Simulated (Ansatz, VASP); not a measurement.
# Ga2O3 (partly crystallised Ga2O3) in two plane-wave programs

Aim: how closely do two programs agree when they are given the same cell, functional and k mesh? The structure shown is the start of the Ansatz relaxation below; VASP solves that cell, so the two are compared at the walk's first step.

Main program and level: Ansatz 0.2.0; plane waves, with VASP 6.6.1 beside it; single point at RPBE.

### Step 1. Set-up

The cell holds 95 atoms: 38 Ga and 57 O. Its edges and angles: a = 10.645 Å, b = 10.645 Å, c = 10.645 Å, α = 90.0°, β = 90.0°, γ = 90.0°. As first built, before any earlier steps moved the atoms (in the runner's words): 95 atoms (38 Fe, 57 O) placed at random at 4.21 g/cm^3, melted at 5000 K for 10 ps at fixed volume with the Morse and Coulomb pair potential with partial charges (Pedone, Malavasi, Menziani, Cormack and Segre, J. Phys. Chem. B 110, 11780 (2006)). Quenched from 5000 K to 300 K at 50 K/ps and fixed volume, held 5 ps, then minimised at fixed cell. Then Fe was replaced by Ga and the cell scaled by 1.003 (the potential has no terms for the new elements, so the cell is a start for a DFT relaxation).

### Step 2. Ansatz: relaxation, RPBE

Ansatz runs on its default PAW (the set named soft_2) files.

The two programs are compared at the cell with which this relaxation starts, whose forces are those of its first step.

Input file input.yaml:

```yaml
crystal:
  lattice:
    - [10.64534, 0.0, 0.0]
    - [0.0, 10.64534, 0.0]
    - [0.0, 0.0, 10.64534]
  atoms:
    - { symbol: Ga, position: [0.20468, 0.78916, 0.98276] }
    - { symbol: Ga, position: [0.58198, 0.37249, 0.61952] }
    - { symbol: Ga, position: [0.50442, 0.36775, 0.91258] }
    - { symbol: Ga, position: [0.24064, 0.03585, 0.47674] }
    - { symbol: Ga, position: [0.56008, 0.86891, 0.54284] }
    - { symbol: Ga, position: [0.43665, 0.11472, 0.06859] }
    - { symbol: Ga, position: [0.49225, 0.86449, 0.92134] }
    - { symbol: Ga, position: [0.25717, 0.53795, 0.83314] }
    - { symbol: Ga, position: [0.32421, 0.58613, 0.54187] }
    - { symbol: Ga, position: [0.82124, 0.30108, 0.40623] }
    - { symbol: Ga, position: [0.60288, 0.61228, 0.37766] }
    - { symbol: Ga, position: [0.14045, 0.28146, 0.26364] }
    - { symbol: Ga, position: [0.073, 0.75946, 0.40053] }
    - { symbol: Ga, position: [0.02263, 0.8993, 0.68335] }
    - { symbol: Ga, position: [0.21608, 0.2921, 0.97733] }
    - { symbol: Ga, position: [0.80799, 0.65374, 0.59037] }
    - { symbol: Ga, position: [0.7887, 0.81786, 0.8576] }
    - { symbol: Ga, position: [0.88377, 0.55639, 0.30198] }
    - { symbol: Ga, position: [0.27593, 0.28675, 0.6633] }
    - { symbol: Ga, position: [0.77907, 0.08448, 0.57626] }
    - { symbol: Ga, position: [0.51668, 0.11273, 0.75082] }
    - { symbol: Ga, position: [0.16088, 0.02613, 0.13902] }
    - { symbol: Ga, position: [0.90952, 0.31223, 0.12975] }
    - { symbol: Ga, position: [0.54259, 0.62542, 0.75993] }
    - { symbol: Ga, position: [0.87769, 0.04425, 0.29489] }
    - { symbol: Ga, position: [0.71978, 0.08613, 0.03562] }
    - { symbol: Ga, position: [0.91935, 0.80212, 0.14798] }
    - { symbol: Ga, position: [0.62314, 0.35853, 0.21198] }
    - { symbol: Ga, position: [0.63234, 0.86608, 0.23496] }
    - { symbol: Ga, position: [0.33817, 0.79954, 0.29285] }
[... 59 atom lines left out ...]
    - { symbol: O, position: [0.24217, 0.19826, 0.39373] }
    - { symbol: O, position: [0.50811, 0.27129, 0.33122] }
    - { symbol: O, position: [0.82684, 0.7232, 0.00531] }
    - { symbol: O, position: [0.02236, 0.13705, 0.20312] }
    - { symbol: O, position: [0.31711, 0.95136, 0.00938] }
    - { symbol: O, position: [0.23135, 0.94249, 0.2913] }
kpoints:
  mp_grid: { grid: [1, 1, 1] }
hamiltonian:
  xc: rpbe
scf:
  occupations: { method: fixed }
output:
  forces: true
relax:
  f_tol: 0.05
  max_steps: 120
```

Run with:

```bash
$ ansatz run input.yaml --threads 4 --pin off --max-ram 8192MiB --backend cpu --events-out ev --progress --plain --runs-dir out
```

Numbers of over 12 decimals in the logs are rounded to 6 here.

Log:

```text
Engine: ansatz 0.2.0, x86_64-unknown-linux-gnu
Pseudopotentials: kind: paw
Pseudopotential: Ga, paw, valence charge 13, recommended cutoff 420 eV (normal), Ga.paw.azcp
Pseudopotential: O, paw, valence charge 6, recommended cutoff 420 eV (normal), O.paw.azcp
Functional definition: RPBE
  parameter kappa = 0.804
  parameter beta = 0.066725
  exchange = rpbe_x(kappa = kappa, mu = beta*pi^2/3)
  correlation = pbe_c(beta = beta)
Crystal: 95 atoms, lattice volume = 1206.365 Å³
Basis set: ecut = 420 eV, 23583 PW (Γ), exchange–correlation on 144×144×144 points (8 copies of the dense FFT grid, shifted against one another)
Bands: 513, of which v1, the nominal top of the filled ones, is band 418 counted from 1 (417 counted from 0)
Symmetry: 1 space group operations
Space group: P1 (ITA 1), of the structure as read, at distance tolerance 1.1e-4 Å
k-points: 1
Non-local potential: Ga, projectors of the file, l = 0: 2, l = 1: 2, l = 2: 3, l = 3: 1
Non-local potential: O, projectors of the file, l = 0: 2, l = 1: 2, l = 2: 1
PAW form: soft (Blöchl's): semilocal exchange-correlation on the pseudo side does not see the compensation charge
PAW frozen core: Ga, regenerated for the run's functional, and the local potential with it (the file was generated under x = pbe(κ = 0.804, μ = 0.219515), c = pbe(β = 0.066725))
PAW frozen core: O, regenerated for the run's functional, and the local potential with it (the file was generated under x = pbe(κ = 0.804, μ = 0.219515), c = pbe(β = 0.066725))
PAW one-centre angular grid: Ga, 590 points (default); XC on 64 Gauss nodes
PAW one-centre angular grid: O, 110 points (default); XC on 64 Gauss nodes
Initial density: superposition of atomic densities (neutral atoms: chi_scale 0, normalization atom), corrected by the library's trained network
Initial wavefunctions: pseudopotential atomic-orbital guess
Functional: x = rpbe, c = pbe(β = 0.066725)
SCF iter   1: F=—  HF=-176424.195169 eV  |F-HF|=—  |Δ(HF+E_count)|=         —  Δρ=6.19e-3  dr2=4.09e-1  ethr=1.77e-3  ⟨swp⟩=5.0  Hψ=1424  notcnv=0  defer=92
preconditioner: auto → Resta (q_TF=auto, 2.567 Å⁻¹)  ε∞=4.4  [insulator: Δε(μ)=0.955 eV  Ē_g=16.651 eV  n_scr=340 (ndim 8)  ℏωp=30.9 eV  f_vac=0.121  ε∞_Penn≈4.4]
SCF iter   2: F=—  HF=-176424.102196 eV  |F-HF|=—  |Δ(HF+E_count)|=   9.30e-2  Δρ=2.71e-3  dr2=4.88e-2  ethr=4.90e-5  ⟨swp⟩=2.0  Hψ=976  notcnv=0  defer=93
SCF iter   3: F=—  HF=-176424.103343 eV  |F-HF|=—  |Δ(HF+E_count)|=   1.15e-3  Δρ=1.21e-3  dr2=1.61e-2  ethr=5.83e-6  ⟨swp⟩=2.0  Hψ=569  notcnv=0  defer=93
SCF iter   4: F=—  HF=-176424.104779 eV  |F-HF|=—  |Δ(HF+E_count)|=   1.44e-3  Δρ=5.38e-4  dr2=3.47e-3  ethr=1.93e-6  ⟨swp⟩=2.0  Hψ=800  notcnv=0  defer=93
SCF iter   5: F=—  HF=-176424.104673 eV  |F-HF|=—  |Δ(HF+E_count)|=   1.06e-4  Δρ=1.77e-4  dr2=4.82e-4  ethr=4.15e-7  ⟨swp⟩=2.0  Hψ=803  notcnv=0  defer=93
SCF iter   6: F=—  HF=-176424.105086 eV  |F-HF|=—  |Δ(HF+E_count)|=   4.13e-4  Δρ=1.09e-4  dr2=1.43e-4  ethr=5.77e-8  ⟨swp⟩=2.0  Hψ=845  notcnv=0  defer=93
SCF iter   7: F=-176424.105054 eV  HF=-176424.105079 eV  |F-HF|=2.42e-5  |Δ(HF+E_count)|=   7.27e-6  Δρ=3.11e-5  dr2=1.53e-5  ethr=7.48e-9  ⟨swp⟩=2.0  Hψ=1761  notcnv=0
SCF 1 converged in 7 iterations: F = -176424.105054 eV  dr2 = 1.53e-5
  greatest PAW one-centre occupation: 0.998 electrons in one spin orbital (limit 2), on the Ga atom at site 33 (counted from 0), in its partial waves of l = 2
relax step   1: F+E_penalty+E_count = -176424.10505430 eV  Δ(F+E_penalty+E_count) = +0.000e0 eV  max|allowed force component| = 9.925e-1 eV/Å  Δτ_max = 0.0000 Å  (7 SCF iters, dr2 threshold 6.25e-5 eV, accepted)
Initial density: handed on by an earlier stage of this run
Initial wavefunctions: those handed on with the density
iter 1 solved again at ethr=2.20e-4 eV; its pass at ethr=3.10e-3 eV (dr2=1.84e0 eV) is discarded
SCF iter   1: F=—  HF=-176426.049045 eV  |F-HF|=—  |Δ(HF+E_count)|=         —  Δρ=2.27e-2  dr2=1.84e0  ethr=2.20e-4  ⟨swp⟩=1.0  Hψ=1726  notcnv=0  defer=92
preconditioner: auto → Resta (q_TF=auto, 2.567 Å⁻¹)  ε∞=4.4  [insulator: Δε(μ)=1.144 eV  Ē_g=16.667 eV  n_scr=340 (ndim 8)  ℏωp=30.9 eV  f_vac=0.124  ε∞_Penn≈4.4]
SCF iter   2: F=—  HF=-176425.662953 eV  |F-HF|=—  |Δ(HF+E_count)|=   3.86e-1  Δρ=1.10e-2  dr2=4.38e-1  ethr=2.20e-4  ⟨swp⟩=2.0  Hψ=778  notcnv=0  defer=93
SCF iter   3: F=—  HF=-176425.663042 eV  |F-HF|=—  |Δ(HF+E_count)|=   8.89e-5  Δρ=3.04e-3  dr2=9.67e-2  ethr=5.24e-5  ⟨swp⟩=3.0  Hψ=830  notcnv=0  defer=92
SCF iter   4: F=—  HF=-176425.650474 eV  |F-HF|=—  |Δ(HF+E_count)|=   1.26e-2  Δρ=8.56e-4  dr2=9.23e-3  ethr=1.16e-5  ⟨swp⟩=2.0  Hψ=828  notcnv=0  defer=93
SCF iter   5: F=—  HF=-176425.655674 eV  |F-HF|=—  |Δ(HF+E_count)|=   5.20e-3  Δρ=5.42e-4  dr2=3.11e-3  ethr=1.10e-6  ⟨swp⟩=2.0  Hψ=907  notcnv=0  defer=93
[...]
atom  81  O      0.00262429    -0.00914502     0.00041458
  atom  82  O     -0.00138294    -0.00348363     0.00517601
  atom  83  O      0.00980106     0.00876212    -0.01100069
  atom  84  O      0.00060988    -0.01572906    -0.01041171
  atom  85  O      0.01604607    -0.01565788    -0.00324895
  atom  86  O     -0.00397759    -0.00095046    -0.00188600
  atom  87  O     -0.00251999    -0.00688011     0.00027465
  atom  88  O      0.01115833     0.00324025     0.01495664
  atom  89  O      0.00497877     0.00398695     0.00649991
  atom  90  O     -0.00457360     0.01152601    -0.01320944
  atom  91  O     -0.00681309     0.01198127     0.00611812
  atom  92  O      0.00055229    -0.00670096    -0.00362775
  atom  93  O     -0.01118547     0.01423657     0.00486078
  atom  94  O     -0.00867158    -0.00779491     0.00534229
  atom  95  O     -0.00147962    -0.02602367     0.02011295
  max |Σ_I F_I| component: 3.02e-5 eV/Å
--- Relaxed structure (18 steps of the walk, 16 accepted, 0 SCFs on fresh bases) ---
  F+E_penalty+E_count = -176430.03599751 eV   max|allowed force component| = 3.622e-2 eV/Å
  atoms:
    - { symbol: Ga, position: [0.225483, 0.775617, 1.013354] }
    - { symbol: Ga, position: [0.587818, 0.337190, 0.653635] }
    - { symbol: Ga, position: [0.533207, 0.376806, 0.921115] }
    - { symbol: Ga, position: [0.228904, 0.056451, 0.496985] }
    - { symbol: Ga, position: [0.549818, 0.863526, 0.517474] }
    - { symbol: Ga, position: [0.415357, 0.111204, 0.057326] }
    - { symbol: Ga, position: [0.511387, 0.855875, 0.916834] }
    - { symbol: Ga, position: [0.258637, 0.533791, 0.856084] }
    - { symbol: Ga, position: [0.325971, 0.594210, 0.547571] }
    - { symbol: Ga, position: [0.807495, 0.308539, 0.399100] }
    - { symbol: Ga, position: [0.598604, 0.600586, 0.383018] }
    - { symbol: Ga, position: [0.125709, 0.261158, 0.259606] }
    - { symbol: Ga, position: [0.075906, 0.787848, 0.395877] }
    - { symbol: Ga, position: [0.023700, 0.937680, 0.666895] }
    - { symbol: Ga, position: [0.189674, 0.261658, 0.971809] }
    - { symbol: Ga, position: [0.830380, 0.680640, 0.578476] }
    - { symbol: Ga, position: [0.811018, 0.817710, 0.844390] }
    - { symbol: Ga, position: [0.883504, 0.569759, 0.305157] }
    - { symbol: Ga, position: [0.274196, 0.288975, 0.673512] }
    - { symbol: Ga, position: [0.772877, 0.103380, 0.586655] }
    - { symbol: Ga, position: [0.518209, 0.102711, 0.756389] }
    - { symbol: Ga, position: [0.158147, 0.00226428, 0.142254] }
    - { symbol: Ga, position: [0.890003, 0.320430, 0.132746] }
    - { symbol: Ga, position: [0.646529, 0.597833, 0.781374] }
[...]
- { symbol: Ga, position: [0.488187, 0.087595, 0.361814] }
    - { symbol: Ga, position: [0.144304, 0.522435, 0.140781] }
    - { symbol: Ga, position: [0.929272, 0.120594, 0.868601] }
    - { symbol: Ga, position: [0.246522, 0.035434, 0.836035] }
    - { symbol: Ga, position: [0.462516, 0.611976, 0.082025] }
    - { symbol: Ga, position: [0.336773, 0.365550, 0.397244] }
    - { symbol: Ga, position: [0.740630, 0.610233, 0.071376] }
    - { symbol: Ga, position: [0.316409, 0.795197, 0.728205] }
    - { symbol: O, position: [0.846301, 0.486815, 0.133366] }
    - { symbol: O, position: [0.095849, 0.933962, 0.509594] }
    - { symbol: O, position: [0.248198, 0.626322, 0.706741] }
    - { symbol: O, position: [0.855624, 0.123933, 0.431832] }
    - { symbol: O, position: [0.426460, 0.757797, 0.597230] }
    - { symbol: O, position: [0.525294, 0.481327, 0.729917] }
    - { symbol: O, position: [0.771896, 0.702498, 0.223088] }
    - { symbol: O, position: [0.208817, 0.124701, 0.664927] }
    - { symbol: O, position: [0.260780, 0.415262, 0.550814] }
    - { symbol: O, position: [0.752872, 0.982079, 0.169827] }
    - { symbol: O, position: [0.452985, 0.515973, 0.446152] }
    - { symbol: O, position: [0.232530, 0.416199, 0.258733] }
    - { symbol: O, position: [0.073427, 0.861123, 0.058170] }
    - { symbol: O, position: [0.095832, 0.122193, 0.910296] }
    - { symbol: O, position: [0.503563, 0.764748, 0.331061] }
    - { symbol: O, position: [0.347995, 0.177599, 0.899093] }
    - { symbol: O, position: [0.154156, 0.606235, 0.978955] }
    - { symbol: O, position: [0.480023, 0.020622, 0.198113] }
    - { symbol: O, position: [0.565172, 0.028702, 0.952423] }
    - { symbol: O, position: [0.637488, 0.530596, 0.951287] }
    - { symbol: O, position: [0.392909, 0.483890, 0.971389] }
    - { symbol: O, position: [0.948656, 0.867719, 0.295595] }
    - { symbol: O, position: [0.828116, 0.980861, 0.908485] }
    - { symbol: O, position: [0.835702, 0.211843, 0.994130] }
[...]
- { symbol: O, position: [0.368025, 0.742385, 0.896986] }
    - { symbol: O, position: [0.736211, 0.265169, 0.237536] }
    - { symbol: O, position: [0.223347, 0.203703, 0.399250] }
    - { symbol: O, position: [0.483781, 0.266736, 0.347391] }
    - { symbol: O, position: [0.853507, 0.722231, -0.014569] }
    - { symbol: O, position: [0.021344, 0.111084, 0.205745] }
    - { symbol: O, position: [0.289198, 0.955393, 0.012707] }
    - { symbol: O, position: [0.212085, 0.904741, 0.286096] }
```

### Step 3. VASP: single point, RPBE, start cell

The same cell, functional and mesh now go to VASP, with its own data sets.

Lines of VASP's logs that name or quote its potential files are left out, and so is its time.

Input file INCAR:

```
SYSTEM = Ga2O3
PREC = Accurate
ENCUT = 520
EDIFF = 1E-06
NELM = 120
ISMEAR = 0
SIGMA = 0.01
LREAL = Auto
ALGO = Normal
GGA = RP
NBANDS = 488
LORBIT = 11
LWAVE = .FALSE.
LCHARG = .FALSE.
ISIF = 2
LASPH = .TRUE.
GGA_COMPAT = .FALSE.
EFERMI = MIDGAP
NCORE = 2
```

Input file POSCAR:

```
Ga2O3
1.0
   10.6453400000      0.0000000000      0.0000000000
    0.0000000000     10.6453400000      0.0000000000
    0.0000000000      0.0000000000     10.6453400000
Ga O
38 57
Direct
    0.2046811093      0.7891622062      0.9827586531
    0.5819823510      0.3724916254      0.6195199026
    0.5044178955      0.3677477657      0.9125777101
    0.2406405056      0.0358466709      0.4767438147
    0.5600760521      0.8689060190      0.5428384627
    0.4366511544      0.1147168620      0.0685933939
    0.4922529482      0.8644909416      0.9213421084
    0.2571735614      0.5379536962      0.8331438921
    0.3242075875      0.5861344025      0.5418709031
    0.8212419707      0.3010800970      0.4062340893
    0.6028835152      0.6122772969      0.3776582054
    0.1404464301      0.2814564871      0.2636364832
    0.0729990775      0.7594590685      0.4005320638
    0.0226296201      0.8993042965      0.6833506492
    0.2160757665      0.2920996417      0.9773290473
    0.8079873447      0.6537414493      0.5903709980
    0.7887019109      0.8178602093      0.8575959058
    0.8837669816      0.5563936896      0.3019819001
    0.2759329434      0.2867545799      0.6633043191
    0.7790732846      0.0844782788      0.5762615379
    0.5166767806      0.1127253803      0.7508167893
    0.1608779053      0.0261335007      0.1390185753
    0.9095247310      0.3122305159      0.1297469127
    0.5425942243      0.6254191975      0.7599287576
    0.8776892049      0.0442541056      0.2948895949
    0.7197797346      0.0861315843      0.0356212202
    0.9193506267      0.8021162311      0.1479802430
    0.6231365086      0.3585324658      0.2119800777
    0.6323424146      0.8660784907      0.2349572677
    0.3381667471      0.7995423350      0.2928511443
[... 59 atom lines left out ...]
    0.2421716920      0.1982557626      0.3937309658
    0.5081096517      0.2712924153      0.3312247425
    0.8268406646      0.7231990711      0.0053074867
    0.0223572004      0.1370458811      0.2031217415
    0.3171058886      0.9513646347      0.0093843879
    0.2313500555      0.9424875110      0.2913011703
```

Input file KPOINTS:

```
Automatic mesh
0
Gamma
1 1 1
0 0 0
```

Potentials, in the order of the species: Ga_d and O (PBE family, release 64).

Run with:

```bash
$ mpirun -np 8 vasp_gam
```

Log:

```text
[banner, memory and clock lines left out]
running    8 mpi-ranks, on    1 nodes
[...]
|                                                                             |
|               ----> ADVICE to this user running VASP <----                  |
|                                                                             |
|     You enforced a specific xc type in the INCAR file but a different       |
|     [... a line on the potential file left out ...]
|     I HOPE YOU KNOW WHAT YOU ARE DOING!                                     |
|                                                                             |

 LDA part: xc-table for (Slater+PW92), standard interpolation
 POSCAR, INCAR and KPOINTS ok, starting setup
[...]
entering main loop
       N       E                     dE             d eps       ncg     rms          rms(c)
DAV:   1     0.238553405045E+05    0.23855E+05   -0.29842E+05   976   0.347E+03
DAV:   2     0.576111505612E+04   -0.18094E+05   -0.17255E+05   976   0.102E+03
DAV:   3     0.310373973566E+03   -0.54507E+04   -0.51094E+04  1248   0.382E+02
DAV:   4    -0.516732619112E+03   -0.82711E+03   -0.80350E+03  1136   0.152E+02
[...]
DAV:  20    -0.513637123781E+03   -0.15288E-05   -0.41895E-05  1288   0.249E-02    0.556E-03
DAV:  21    -0.513637124833E+03   -0.10526E-05   -0.19820E-05  1056   0.146E-02    0.376E-03
DAV:  22    -0.513637125088E+03   -0.25435E-06   -0.28114E-06   856   0.154E-02
   1 F= -.51363713E+03 E0= -.51363713E+03  d E =0.000000E+00
```

OUTCAR, selected parts (step 3):

```text
  Total      -65.4493497    -84.9503325    -38.6469299     -0.7871036      4.0535370     -5.9831939
  in kB      -86.9235206   -112.8228471    -51.3271289     -1.0453551      5.3835174     -7.9463017
  external PRESSURE =     -83.6911655 kB  Pullay stress =       0.0000000 kB

 POSITION                                       TOTAL-FORCE (eV/Angst)
 -----------------------------------------------------------------------------------
      2.17890      8.40090     10.46180         0.491732      0.045332      0.279824
      6.19540      3.96530      6.59500        -0.146457     -0.582434      0.847349
      5.36970      3.91480      9.71470         0.081903      0.406772      0.095188
[...]
2.69070      0.48590      8.91450         0.312933      0.130967     -0.100792
      4.69320      6.48510      0.66700         0.357556      0.165489     -0.466460
      3.85940      3.81510      4.22440        -0.158124     -0.024024      0.157924
      7.46000      6.53380      0.83650        -0.048277     -0.091661      0.060328
      3.13960      8.65040      7.36710         0.198587     -0.507913      0.730453
      8.46080      4.91210      1.45580         0.203462     -0.113170     -0.231249
      1.51240      9.41080      5.84950        -0.261528     -0.087911     -0.142837
      2.41350      6.87020      7.33400        -0.354112     -0.421848     -0.485820
      9.56350      1.43260      4.74440         0.002573     -0.275932      0.558937
      4.71400      7.80620      6.57160         0.206882      0.647500     -0.183596
[...]
-----------------------------------------------------------------------------------
    total drift:                               -0.005933     -0.009150     -0.009281

  FREE ENERGIE OF THE ION-ELECTRON SYSTEM (eV)
  ---------------------------------------------------
  free  energy   TOTEN  =      -513.6371250875 eV

  energy  without entropy=     -513.6371250875  energy(sigma->0) =     -513.63712509

[... 3 further parts left out ...]
[key lines of the parts left out:]
E-fermi :   3.0803
```

The run ends at a pressure of -8.37 GPa, with forces up to 1.2 eV/Å.

### Step 4. Side by side

Known differences besides the potentials themselves: fixed occupations in Ansatz, narrow Gaussian smearing in VASP; the cutoff is 420 eV in Ansatz and 520 eV in VASP (PREC = Accurate, projectors in real space); Ansatz makes its cores anew for this functional, VASP keeps those of its PBE data sets. Total energies have different zeros and are not compared.

Forces on 10 of the 95 atoms, those with the largest forces and the largest differences (eV/Å; atoms numbered as in POSCAR):

```csv
atom,"Ansatz x, y, z","VASP x, y, z"
Ga2,"-0.148, -0.610, 0.873","-0.146, -0.582, 0.847"
Ga21,"-0.238, 0.993, -0.214","-0.219, 0.981, -0.211"
Ga23,"-0.594, 0.480, 0.610","-0.595, 0.465, 0.567"
Ga26,"0.239, -0.575, -0.519","0.204, -0.537, -0.499"
Ga29,"-0.949, 0.150, -0.642","-0.940, 0.155, -0.623"
Ga31,"0.088, -0.886, -0.841","0.079, -0.842, -0.825"
O44,"0.644, 0.652, 0.343","0.630, 0.626, 0.319"
O46,"-0.179, 0.691, -0.692","-0.200, 0.674, -0.694"
O61,"-0.174, 0.621, 0.335","-0.169, 0.581, 0.309"
O89,"0.158, 0.671, -0.216","0.149, 0.617, -0.238"
```

The forces differ by 16 meV/Å r.m.s., which is 4.8 % of the r.m.s. force of 0.343 eV/Å (both taken over all components).

### Step 5. Summary of results

- r.m.s. force difference (single point, RPBE, start cell): 4.8 % of the r.m.s. force

What this shows: The r.m.s. force difference is 4.8 % of the r.m.s. force (single point, RPBE, start cell), beyond the 3 % picked in this series as the mark of a large difference. What causes the difference of the single point, RPBE, start cell pair stays open here. 1 further run of this series is not shown here. How closely two codes agree says nothing of how well the functional describes the real material.

[Lines on the potential files, build, host, timing and source positions are cut from VASP's logs without a mark.]

[Logs are printed without paths, hosts, clocks, repeated set-up lines and the standing remarks that a program may print on its own settings, such as how far it seeks lower states.]

[Hosts, paths, dates, database ids (printed as entryN), source tags and the programs' standing remarks are cut or masked in the printed files.]
